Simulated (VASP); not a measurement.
# AlPd in VASP: further runs, part 2 of 2

VASP 6.6.1. Earlier steps stand in the parts before.

## Step 5: Molecular dynamics, PBE

Contents of INCAR:

```
SYSTEM = AlPd
ALGO = Normal ; ANDERSEN_PROB = 0.0
EDIFF = 1E-5 ; ENCUT = 520
GGA = PE ; IBRION = 0
ISIF = 2 ; ISMEAR = 0
ISYM = 0 ; LASPH = .TRUE.
LCHARG = .FALSE. ; LREAL = .FALSE.
LWAVE = .FALSE. ; MDALGO = 1
NELM = 80 ; NELMIN = 4
NSW = 20 ; POTIM = 1.5
PREC = Accurate ; RANDOM_SEED = 974919 0 0
SIGMA = 0.1 ; TEBEG = 300.0
TEEND = 300.0
```

Contents of KPOINTS:

```
k-points
0
G
  3 3 3
  0 0 0
```

Contents of POSCAR:

```
AlPd
1.0
    5.1927430000      1.1544750000      0.8672610000
   -0.4107150000      4.9295170000     -0.5385190000
    0.4315790000     -0.3162390000      5.7846510000
Al Pd
4 4
Direct
    0.8856460000      0.1824120000      0.5746600000
    0.2497250000      0.8259970000      0.3072070000
    0.5998850000      0.8188520000      0.5357110000
    0.1824830000      0.0472830000      0.8397390000
    0.6144630000      0.5907290000      0.9160630000
    0.9581810000      0.4527680000      0.2113770000
    0.2937170000      0.4364260000      0.5760010000
    0.5860470000      0.1351370000      0.1309450000
```

Potentials or basis: VASP PAW PBE potentials, release 64 (Al, Pd).

Launch:

```bash
$ cat potpaw_PBE.64/Al/POTCAR potpaw_PBE.64/Pd/POTCAR > POTCAR
$ mpirun -np 1 vasp_std > vasp.out
```

OUTCAR:

```text
SYSTEM = AlPd
   EDIFF = 1E-5
   ENCUT = 520
   GGA = PE
   IBRION = 0
   ISIF = 2
   ISMEAR = 0
   ISYM = 0
   LASPH = .TRUE.
   LREAL = .FALSE.
   NELM = 80
   NELMIN = 4
   NSW = 20
   POTIM = 1.5
   PREC = Accurate
   TEBEG = 300.0

 ion  position               nearest neighbor table
   1  0.886  0.182  0.575-   2 2.52   3 2.52   4 2.56   5 2.62   7 2.66   6 2.67   7 3.29   8 3.32
                             8 3.34
   2  0.250  0.826  0.307-   1 2.52   3 2.54   6 2.63   5 2.65   8 2.66   7 2.71   4 3.03   4 3.17
                             7 3.23
   3  0.600  0.819  0.536-   1 2.52   2 2.54   4 2.54   6 2.65   5 2.66   7 2.66   8 3.05   7 3.26

   4  0.182  0.047  0.840-   3 2.54   1 2.56   6 2.65   7 2.70   2 3.03   8 3.06   7 3.09   2 3.17
                             5 3.22   8 3.23
   5  0.614  0.591  0.916-   1 2.62   2 2.65   3 2.66   8 2.76   8 2.77   6 2.89   7 2.96   4 3.22

   6  0.958  0.453  0.211-   2 2.63   4 2.65   3 2.65   1 2.67   8 2.76   5 2.89   7 3.08
   7  0.294  0.436  0.576-   1 2.66   3 2.66   4 2.70   2 2.71   8 2.79   5 2.96   6 3.08   4 3.09
                             2 3.23   3 3.26   1 3.29
   8  0.586  0.135  0.131-   2 2.66   5 2.76   6 2.76   5 2.77   7 2.79   3 3.05   4 3.06   4 3.23
                             1 3.32   1 3.34

IMPORTANT INFORMATION: All symmetrisations will be switched off!
NOSYMM: (Re-)initialisation of all symmetry stuff for point group C_1.

----------------------------------------------------------------------------------------

                                     Primitive cell

  volume of cell :     147.9316

  direct lattice vectors                    reciprocal lattice vectors
     5.192743000  1.154475000  0.867261000     0.191610384  0.014489326 -0.013503482
    -0.410715000  4.929517000 -0.538519000    -0.046998043  0.200524500  0.014468813
     0.431579000 -0.316239000  5.784651000    -0.033102352  0.016495416  0.176242745

  length of vectors
     5.389761964  4.975824291  5.809342022     0.192631315  0.206466069  0.180081564

  position of ions in fractional coordinates (direct lattice)
     0.885646000  0.182412000  0.574660000
     0.249725000  0.825997000  0.307207000
[... 115 lines left out ...]
   NGX = 21   NGY = 19   NGZ = 21

--------------------------------------- Ionic step        1  -------------------------------------------

 number of electron      51.9999999 magnetization

 Free energy of the ion-electron system (eV)
  ---------------------------------------------------
  ext. energy  EPLUGINS =         0.00000000
  ---------------------------------------------------
  free energy    TOTEN  =       -37.06349015 eV

  energy without entropy =      -37.05093004  energy(sigma->0) =      -37.05721010

------------------------ aborting loop because EDIFF is reached ----------------------------------------

  FORCE on cell =-STRESS in cart. coord.  units (eV):
  Direction    XX          YY          ZZ          XY          YZ          ZX
  --------------------------------------------------------------------------------------
  -------------------------------------------------------------------------------------
  Total       -4.7011343     -6.9300993     -8.1748750     -0.6213574      2.3993408      0.0763236
  in kB      -50.9157592    -75.0566239    -88.5381997     -6.7296282     25.9861240      0.8266252
  external PRESSURE =     -71.5035276 kB  Pullay stress =       0.0000000 kB
[... 133 lines left out ...]
  ENERGY OF THE ELECTRON-ION-THERMOSTAT SYSTEM (eV)
  ---------------------------------------------------
% ion-electron   TOTEN  =       -37.119820  see above
  kinetic energy EKIN   =         0.335212
  kin. lattice  EKIN_LAT=         0.000000  (temperature  370.47 K)
  nose potential ES     =         0.000000
  nose kinetic   EPS    =         0.000000
  ---------------------------------------------------
  total energy   ETOTAL =       -36.784609 eV

[... ionic steps 4 to 17 ...]

--------------------------------------- Ionic step       18  -------------------------------------------

 number of electron      52.0000003 magnetization

------------------------ aborting loop because EDIFF is reached ----------------------------------------
[... 99 lines left out ...]
--------------------------------------- Ionic step       20  -------------------------------------------

 number of electron      52.0000003 magnetization

 Free energy of the ion-electron system (eV)
  ---------------------------------------------------
  ext. energy  EPLUGINS =         0.00000000
  ---------------------------------------------------
  free energy    TOTEN  =       -37.85466761 eV

  energy without entropy =      -37.83388370  energy(sigma->0) =      -37.84427565

 E-fermi :   6.7870     XC(G=0): -10.6974

 val. band max:        6.7721093060   @ k =  -0.3333   0.3333   0.3333
 cond. band min:       6.8126823986   @ k =   0.3333  -0.0000   0.0000
 fundamental gap:      0.0405730925
 Fermi energy:         6.7869823624

 k-point     1 :       0.0000    0.0000    0.0000
  band No.  band energies     occupation
      1      -1.9334      2.00000
      2       1.3543      2.00000
      3       2.1113      2.00000
      4       2.2281      2.00000
      5       2.7356      2.00000
      6       2.7562      2.00000
[... 506 lines left out ...]
  ENERGY OF THE ELECTRON-ION-THERMOSTAT SYSTEM (eV)
  ---------------------------------------------------
% ion-electron   TOTEN  =       -37.854668  see above
  kinetic energy EKIN   =         1.068706
  kin. lattice  EKIN_LAT=         0.000000  (temperature 1181.12 K)
  nose potential ES     =         0.000000
  nose kinetic   EPS    =         0.000000
  ---------------------------------------------------
  total energy   ETOTAL =       -36.785961 eV
```

OSZICAR:

```text
N       E                     dE             d eps       ncg     rms          rms(c)
DAV:   1     0.245580800949E+03    0.24558E+03   -0.23481E+04   868   0.150E+03
DAV:   2    -0.249335464803E+02   -0.27051E+03   -0.25790E+03   959   0.280E+02
DAV:   3    -0.377683525254E+02   -0.12835E+02   -0.12432E+02  1108   0.525E+01
[... 121 lines left out ...]
       N       E                     dE             d eps       ncg     rms          rms(c)
DAV:   1    -0.378546654738E+02    0.15386E-01   -0.94321E-03   525   0.843E-01    0.676E-03
DAV:   2    -0.378546677840E+02   -0.23103E-05   -0.58190E-05   896   0.553E-02    0.486E-03
DAV:   3    -0.378546676307E+02    0.15331E-06   -0.13163E-06   476   0.133E-02    0.307E-03
DAV:   4    -0.378546676120E+02    0.18772E-07   -0.34597E-07   434   0.362E-03
     20 T=  1181. E= -.36785961E+02 F= -.37854668E+02 E0= -.37844276E+02  EK= 0.10687E+01 SP= 0.00E+00 SK= 0.00E+00
```

CONTCAR:

```text
AlPd
   1.00000000000000
     5.1927430000000001    1.1544749999999999    0.8672609999999999
    -0.4107150000000000    4.9295169999999997   -0.5385190000000000
     0.4315790000000000   -0.3162390000000000    5.7846510000000002
  Al              Pd
     4     4
Direct
     0.8332406991548998    0.2474877472460364    0.5578643126328691
     0.2320846027720736    0.8160896699098065    0.2912964713865346
     0.6382344427012678    0.7752732828244949    0.5145620729905741
     0.1831435573634843    0.0392416064255988    0.8590666183057526
     0.6246332950310283    0.6020975051714959    0.9196483407155672
     0.9665800503434108    0.4512389831624388    0.2174912602915713
     0.2918859302550096    0.4393158843798593    0.5808028068496129
     0.5771773032839301    0.1215080139133572    0.1251974649444680

 -0.14772157E-01  0.13832020E-01 -0.41886075E-02
 -0.22059035E-02 -0.27413200E-02 -0.46183697E-02
  0.93226072E-02 -0.78444711E-02 -0.26809449E-02
  0.38887736E-03 -0.17144823E-02  0.64644269E-02
  0.13797403E-02  0.18274132E-02  0.30057944E-03
  0.25006817E-02 -0.78019750E-04  0.79450796E-03
 -0.25918608E-03  0.39254110E-03  0.11401386E-02
 -0.17789178E-02 -0.25302830E-02 -0.96160337E-03

           1
   1.50000000000000
  0.10000000E+01  0.00000000E+00  0.00000000E+00  0.00000000E+00
  0.82938042E+00  0.25259872E+00  0.55783273E+00
  0.23148456E+00  0.81532039E+00  0.29011724E+00
  0.64079772E+00  0.77219837E+00  0.51319633E+00
  0.18308713E+00  0.38838797E-01  0.86071385E+00
  0.62506348E+00  0.60255642E+00  0.91970451E+00
  0.96728100E+00  0.45105647E+00  0.21757520E+00
[... 16 lines left out ...]
  0.00000000E+00  0.00000000E+00  0.00000000E+00
  0.00000000E+00  0.00000000E+00  0.00000000E+00
```

Wall time 3.2 min (1 thread of Intel Xeon 6975P-C (Granite Rapids), shared host); peak memory 0.35 GiB.

Step by step:
```tsv
step	potential energy change (eV)	largest force (eV/Å)	pressure (GPa)	volume (Å³)	temperature (K)
1	0.0000	2.6437	-7.15	147.93	308
2	-0.0231	2.6395	-7.24	147.93	334
3	-0.0563	2.6175	-7.33	147.93	370
4	-0.0988	2.5769	-7.43	147.93	417
5	-0.1495	2.5184	-7.54	147.93	473
6	-0.2071	2.4418	-7.65	147.93	537
7	-0.2701	2.3478	-7.78	147.93	606
8	-0.3368	2.2369	-7.89	147.93	680
9	-0.4053	2.1099	-8.00	147.93	756
10	-0.4737	1.9682	-8.10	147.93	831
11	-0.5402	1.8131	-8.18	147.93	904
12	-0.6028	1.6468	-8.24	147.93	974
13	-0.6598	1.4721	-8.27	147.93	1036
14	-0.7095	1.2929	-8.28	147.93	1091
15	-0.7505	1.1152	-8.25	147.93	1136
16	-0.7815	0.9487	-8.19	147.93	1171
17	-0.8016	1.0591	-8.09	147.93	1193
18	-0.8100	1.1851	-7.95	147.93	1202
19	-0.8066	1.3181	-7.79	147.93	1198
20	-0.7912	1.4544	-7.58	147.93	1181
```

Caveat: the k mesh is coarse (spacing up to 0.43 Å⁻¹), so the values aren't converged.
